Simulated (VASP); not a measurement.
OSZICAR of a VASP run on Mo (bcc):

File OSZICAR:
```
       N       E                     dE             d eps       ncg     rms          rms(c)
DAV:   1     0.963523249950E+02    0.96352E+02   -0.83190E+03  4306   0.130E+03
DAV:   2    -0.696795612374E+01   -0.10332E+03   -0.10022E+03  4713   0.345E+02
DAV:   3    -0.834064848027E+01   -0.13727E+01   -0.13618E+01  4904   0.397E+01
DAV:   4    -0.834429100879E+01   -0.36425E-02   -0.36420E-02  4754   0.239E+00
DAV:   5    -0.834431032136E+01   -0.19313E-04   -0.19315E-04  4923   0.172E-01    0.136E+01
DAV:   6    -0.782916520192E+01    0.51515E+00   -0.92041E-01  4623   0.115E+01    0.375E+00
DAV:   7    -0.776174525351E+01    0.67420E-01   -0.18053E-01  5003   0.473E+00    0.893E-01
DAV:   8    -0.775883299160E+01    0.29123E-02   -0.48605E-03  4428   0.994E-01    0.166E-01
DAV:   9    -0.775896555417E+01   -0.13256E-03   -0.12211E-04  5068   0.148E-01    0.788E-02
DAV:  10    -0.775897759282E+01   -0.12039E-04   -0.28381E-05  4470   0.674E-02    0.842E-03
DAV:  11    -0.775897906958E+01   -0.14768E-05   -0.19741E-07  4905   0.496E-03    0.221E-03
DAV:  12    -0.775897816928E+01    0.90030E-06   -0.58817E-08  2649   0.287E-03    0.232E-04
DAV:  13    -0.775897822660E+01   -0.57316E-07   -0.10664E-09  2376   0.416E-04
   1 F= -.77589782E+01 E0= -.77589782E+01  d E =0.000000E+00
```

Which electronic solver shows in the log?

It is blocked Davidson (ALGO = Normal, or the opening steps of other solvers). The INCAR had ALGO = Normal.

Can the final energy be trusted as converged?

Self-consistency was reached. It stopped with EDIFF = 1E-7, NELM = 100 (optB88-vdW, plane waves, VASP's PBE PAW potentials (set 64)).

The compound is Mo in the bcc structure. It was relaxed first.
